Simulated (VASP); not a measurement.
# CdSb2O4 (Pbam) in VASP: single point with PBE

Aim: the single point of CdSb2O4 with PBE.

Program: VASP 6.6.1. These are calculated values, not measurements. Logs are shortened: lines on timing, memory, paths and dates and some standing lists are left out, and cuts for length are marked.

**1. The structure**

It takes space group Pbam (No. 55, orthorhombic). The conventional cell has a = 7.103 Å, b = 10.064 Å, c = 3.399 Å, α = 90.00°, β = 90.00°, γ = 90.00°. Cd (site symmetry 2/m) has 6 O at 2.32 to 2.37 Å as nearest neighbours. Sb (site symmetry m) has 4 O at 2.08 to 2.18 Å as nearest neighbours. O (site symmetry m) is surrounded by 2 Sb at 2.08 Å and 1 Cd at 2.37 Å. O (site symmetry m) is surrounded by 2 Sb at 2.15 to 2.18 Å and 2 Cd at 2.32 Å.

The cell was built by a generator and needn't be a form met in nature.

**2. Single point, PBE**

INCAR

```
SYSTEM = CdSb2O4
PREC = Normal ; ENCUT = 520
EDIFF = 1E-5 ; ISMEAR = 0
SIGMA = 0.05 ; LREAL = Auto
LASPH = .True. ; NELM = 80
ALGO = Fast ; ISIF = 2
LWAVE = .False. ; LCHARG = .False.
GGA = PE
```

KPOINTS

```
Automatic mesh
0
Gamma
  3 2 5
  0 0 0
```

POSCAR

```
CdSb2O4
1.0
    7.1034700000      0.0000000000      0.0000000000
    0.0000000000     10.0643600000      0.0000000000
    0.0000000000      0.0000000000      3.3986600000
Cd Sb O
2 4 8
Direct
    0.0000000000      0.0000000000      0.0000000000
    0.5000000000      0.5000000000      0.0000000000
    0.6070790000      0.2047350000      0.5000000000
    0.3929210000      0.7952650000      0.5000000000
    0.1070790000      0.2952650000      0.5000000000
    0.8929210000      0.7047350000      0.5000000000
    0.1929440000      0.1923120000      0.0000000000
    0.8070560000      0.8076880000      0.0000000000
    0.1046730000      0.8610980000      0.5000000000
    0.8953270000      0.1389020000      0.5000000000
    0.6929440000      0.3076880000      0.0000000000
    0.3070560000      0.6923120000      0.0000000000
    0.3953270000      0.3610980000      0.5000000000
    0.6046730000      0.6389020000      0.5000000000
```

Potentials or basis: VASP PAW PBE potentials, release 64 (Cd, Sb, O).

Launch:

```console
$ cat potpaw_PBE.64/Cd/POTCAR potpaw_PBE.64/Sb/POTCAR potpaw_PBE.64/O/POTCAR > POTCAR
$ mpirun -np 1 vasp_std > vasp.out
```

OUTCAR:

```text
SYSTEM = CdSb2O4
   PREC = Normal
   ENCUT = 520
   EDIFF = 1E-5
   ISMEAR = 0
   LREAL = Auto
   LASPH = .True.
   NELM = 80
   ISIF = 2
   GGA = PE

 ion  position               nearest neighbor table
   1  0.000  0.000  0.000-   9 2.32  10 2.32   9 2.32  10 2.32   7 2.37   8 2.37   5 3.51   6 3.51
                             5 3.51   6 3.51
   2  0.500  0.500  0.000-  13 2.32  14 2.32  13 2.32  14 2.32  11 2.37  12 2.37   3 3.51   4 3.51
                             3 3.51   4 3.51
   3  0.607  0.205  0.500-  11 2.08  11 2.08  10 2.15  13 2.18   2 3.51   2 3.51   5 3.67   5 3.67
[... 7 lines left out ...]
   7  0.193  0.192  0.000-   5 2.08   5 2.08   1 2.37
   8  0.807  0.808  0.000-   6 2.08   6 2.08   1 2.37
   9  0.105  0.861  0.500-   4 2.15   6 2.18   1 2.32   1 2.32
  10  0.895  0.139  0.500-   3 2.15   5 2.18   1 2.32   1 2.32
  11  0.693  0.308  0.000-   3 2.08   3 2.08   2 2.37
  12  0.307  0.692  0.000-   4 2.08   4 2.08   2 2.37
  13  0.395  0.361  0.500-   5 2.15   3 2.18   2 2.32   2 2.32
  14  0.605  0.639  0.500-   6 2.15   4 2.18   2 2.32   2 2.32

  LATTYP: Found a simple orthorhombic cell.
 ALAT       =     3.3986600000
 B/A-ratio  =     2.0900796196
 C/A-ratio  =     2.9612729723

  Lattice vectors:

 A1 = (   0.0000000000,   0.0000000000,   3.3986600000)
 A2 = (   7.1034700000,   0.0000000000,   0.0000000000)
 A3 = (   0.0000000000,  10.0643600000,   0.0000000000)

Analysis of symmetry for initial positions (statically):
=====================================================================
 Subroutine PRICEL returns:
 Original cell was already a primitive cell.

 Routine SETGRP: Setting up the symmetry group for a
 simple orthorhombic supercell.

 Subroutine GETGRP returns: Found  8 space group operations
 (whereof  4 operations were pure point group operations)
 out of a pool of  8 trial point group operations.

The static configuration has the point symmetry C_2h.
 The point group associated with its full space group is D_2h.

Analysis of symmetry for dynamics (positions and initial velocities):
=====================================================================
 Subroutine PRICEL returns:
 Original cell was already a primitive cell.

 Routine SETGRP: Setting up the symmetry group for a
 simple orthorhombic supercell.

 Subroutine GETGRP returns: Found  8 space group operations
 (whereof  4 operations were pure point group operations)
[... 128 lines left out ...]
   EFERMI =   0.00;   METHOD = LEGACY
   ISMEAR =     0;   SIGMA  =   0.05  broadening in eV -4-tet -1-fermi 0-gaus
   EFERMI_NEDOS =   21; number of points for ismear=-14 and -15
   IALGO  =     68    algorithm
   IMIX   =      4    mixing-type and parameters
     AMIX     =   0.40;   BMIX     =  1.00
     AMIX_MAG =   1.60;   BMIX_MAG =  1.00
  volume/ion in A,a.u.               =      17.36       117.12
  Fermi-wavevector in a.u.,A,eV,Ry     =   1.184357  2.238110 19.084912  1.402701
  Thomas-Fermi vector in A             =   2.320573
   LORBIT       =      0    0 simple, 1 ext, 2 COOP (PROOUT), +10 PAW based schemes
   GGA     = PE    functional components
   LHFCALC =     F    Hartree Fock is set to
   AEXX    =    0.0000 exact exchange contribution
   IVDW    =     0    specifies the selected vdW correction
   LEPSILON=     F    determine dielectric tensor
   LRPA    =     F    only Hartree local field effects (RPA)
 non-spin polarized calculation
 RMM-DIIS sequential band-by-band and
 Gauss-broadening in eV      SIGMA  =   0.05
  energy-cutoff  :      520.00
  volume of cell :      242.98
 maximum number of plane-waves:      6560
   NGX = 27   NGY = 37   NGZ = 13

 number of electron      92.0000018 magnetization

 Free energy of the ion-electron system (eV)
  ---------------------------------------------------
  ext. energy  EPLUGINS =         0.00000000
  ---------------------------------------------------
  free energy    TOTEN  =       -74.63236030 eV

  energy without entropy =      -74.63236030  energy(sigma->0) =      -74.63236030

 E-fermi :   3.5208     XC(G=0):  -9.5472

 val. band max:        3.2779757690   @ k =   0.0000   0.0000   0.2000
 cond. band min:       5.5561032937   @ k =   0.3333   0.0000   0.0000
 fundamental gap:      2.2781275247
 Fermi energy:         3.5208349635

 k-point     1 :       0.0000    0.0000    0.0000
  band No.  band energies     occupation
      1     -15.4389      2.00000
      2     -15.3360      2.00000
      3     -14.7145      2.00000
      4     -14.6789      2.00000
      5     -14.0914      2.00000
      6     -13.8984      2.00000
[... 685 lines left out ...]
     54       8.7503      0.00000
     55       9.1434      0.00000

------------------------ aborting loop because EDIFF is reached ----------------------------------------

  FORCE on cell =-STRESS in cart. coord.  units (eV):
  Direction    XX          YY          ZZ          XY          YZ          ZX
  --------------------------------------------------------------------------------------
  -------------------------------------------------------------------------------------
  Total        0.2076681      0.0191637     -0.0835067      0.0000000      0.0000000      0.0000000
  in kB        1.3693546      0.1263644     -0.5506396      0.0000000      0.0000000      0.0000000
  external PRESSURE =       0.3150264 kB  Pullay stress =       0.0000000 kB

 VOLUME and BASIS-vectors are now :
 -----------------------------------------------------------------------------
  energy-cutoff  :      520.00
  volume of cell :      242.98
      direct lattice vectors                 reciprocal lattice vectors
     7.103470000  0.000000000  0.000000000     0.140776268  0.000000000  0.000000000
     0.000000000 10.064360000  0.000000000     0.000000000  0.099360516  0.000000000
     0.000000000  0.000000000  3.398660000     0.000000000  0.000000000  0.294233610

 POSITION                                       TOTAL-FORCE (eV/Angst)
 -----------------------------------------------------------------------------------
      0.00000      0.00000      0.00000        -0.000000      0.000000      0.000000
      3.55173      5.03218      0.00000        -0.000000      0.000000      0.000000
      4.31237      2.06053      1.69933         0.023440      0.002048      0.000000
      2.79110      8.00383      1.69933        -0.023440     -0.002048      0.000000
      0.76063      2.97165      1.69933         0.023440     -0.002048      0.000000
      6.34284      7.09271      1.69933        -0.023440      0.002048      0.000000
      1.37057      1.93550      0.00000         0.007140     -0.003159     -0.000000
      5.73290      8.12886      0.00000        -0.007140      0.003159     -0.000000
      0.74354      8.66640      1.69933         0.000249      0.004371     -0.000000
      6.35993      1.39796      1.69933        -0.000249     -0.004371      0.000000
      4.92231      3.09668      0.00000         0.007140      0.003159      0.000000
      2.18116      6.96768      0.00000        -0.007140     -0.003159     -0.000000
      2.80819      3.63422      1.69933        -0.000249      0.004371      0.000000
      4.29528      6.43014      1.69933         0.000249     -0.004371     -0.000000
 -----------------------------------------------------------------------------------
    total drift:                               -0.000000      0.000000     -0.000000

  FREE ENERGIE OF THE ION-ELECTRON SYSTEM (eV)
  ---------------------------------------------------
  free  energy   TOTEN  =       -74.6323602972 eV

  energy  without entropy=      -74.6323602972  energy(sigma->0) =      -74.63236030
```

Run time: 34 s. Hardware: 1 thread of Intel Xeon 6975P-C (Granite Rapids), shared host; peak memory 0.26 GiB.

What came out:

```
Free energy            : -74.6324 eV
Pressure               : 0.0 GPa
Largest force          : 0.024 eV/Å
Band gap on the k mesh : 2.28 eV, indirect (least direct gap 2.44 eV)
```

Forces on the atoms (eV/Å):
```
Cd   0.000  0.000  0.000
Cd   0.000  0.000  0.000
Sb   0.023  0.002  0.000
Sb  -0.023 -0.002  0.000
Sb   0.023 -0.002  0.000
Sb  -0.023  0.002  0.000
O    0.007 -0.003  0.000
O   -0.007  0.003  0.000
O    0.000  0.004  0.000
O    0.000 -0.004  0.000
O    0.007  0.003  0.000
O   -0.007 -0.003  0.000
O    0.000  0.004  0.000
O    0.000 -0.004  0.000
```

Stress tensor (GPa, compression positive):
```
 0.14  0.00  0.00
 0.00  0.01  0.00
 0.00  0.00 -0.06
```

Levels at points of the mesh, in eV from the valence-band top:
| k point | band 43 | band 44 | band 45 | band 46 | band 47 | band 48 | band 49 | band 50 |
| --- | --- | --- | --- | --- | --- | --- | --- | --- |
| (0.00, 0.00, 0.00) | -0.60 | -0.57 | -0.51 | 0.00 | 2.48 | 2.59 | 3.40 | 3.58 |
| (0.00, 0.50, 0.00) | -0.58 | -0.58 | -0.28 | -0.28 | 2.81 | 2.81 | 3.17 | 3.17 |

Caveat: spin-orbit coupling is left out, which moves the levels of the heavy elements; an odd mesh through Γ misses points on the zone boundary, where band edges often lie.
